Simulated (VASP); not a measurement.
Input for VASP

**INCAR**
```
SIGMA=0.05
LWAVE=.FALSE.
LMAXMIX=4   ! l cut-off of mixed one-centre charges
EDIFF=1E-6   ! SCF stop (eV)
LCHARG=.FALSE.
ALGO=Normal
LREAL=.FALSE.
GGA=PS   ! PBEsol
PREC=Accurate
ENCUT=500   ! plane-wave cut-off (eV)
IBRION=2   ! conjugate gradients
SYSTEM=BeSe
ISMEAR=0   ! Gaussian
ISIF=3   ! ions, shape and volume
EDIFFG=-0.02
NELM=100   ! most electronic steps
NSW=40   ! most ionic steps
LASPH=.TRUE.
PSTRESS=50
```

### POSCAR
```
BeSe
1.0
  3.4320083489   0.0000000000   0.0000000000
 -1.7160041744   2.9722060428   0.0000000000
  0.0000000000   0.0000000000   5.4140390998
Be Se
2 2
direct
  0.0000000000   1.0000000000   1.0000000000
  0.0000000000   1.0000000000   0.5000000000
  0.3333330000   0.6666670000   0.2500000000
  0.6666670000   0.3333330000   0.7500000000
```

KPOINTS:
```
Automatic mesh
0
Gamma
7 7 4
0 0 0
```

POTCAR, in this order: Be Se (PBE.64 set). Program: vasp_std.

### Question
Write an equivalent input for Quantum ESPRESSO's pw.x.

### Answer
One equivalent input (not run):
```
&CONTROL
  calculation = 'vc-relax'
  pseudo_dir = './pseudo'
  outdir = './out'
  tprnfor = .true.
  tstress = .true.
  nstep = 40
  forc_conv_thr = 0.00078
/
&SYSTEM
  ibrav = 0
  nat = 4
  ntyp = 2
  ecutwfc = 88
  occupations = 'smearing'
  smearing = 'gaussian'
  degauss = 0.003675
  input_dft = 'pbesol'
/
&ELECTRONS
  conv_thr = 7.3e-08
  electron_maxstep = 100
/
&IONS
/
&CELL
  press = 50
/
ATOMIC_SPECIES
  Be 9.012 Be.upf
  Se 78.971 Se.upf
CELL_PARAMETERS angstrom
     3.4320083   -0.0000000   -0.0000000
    -1.7160042    2.9722060   -0.0000000
    -0.0000000    0.0000000    5.4140391
ATOMIC_POSITIONS crystal
  Be   0.0000000  1.0000000  1.0000000
  Be   0.0000000  1.0000000  0.5000000
  Se   0.3333330  0.6666670  0.2500000
  Se   0.6666670  0.3333330  0.7500000
K_POINTS automatic
  7 7 4 0 0 0
```
The two are equivalent in intent, not identical: the potentials are each code's own (VASP's PAW set, PseudoDojo norm-conserving files in pw.x), so ENCUT and ecutwfc are chosen apart and not converted; conv_thr bounds pw.x's estimated SCF error, while EDIFF bounds the energy change between steps; forc_conv_thr acts on force components and is met together with etot_conv_thr.

The structure was generated: BeSe was put into the NiAs type type (P6_3/mmc), which need not be its known phase. It was relaxed first under an external pressure of 5 GPa.
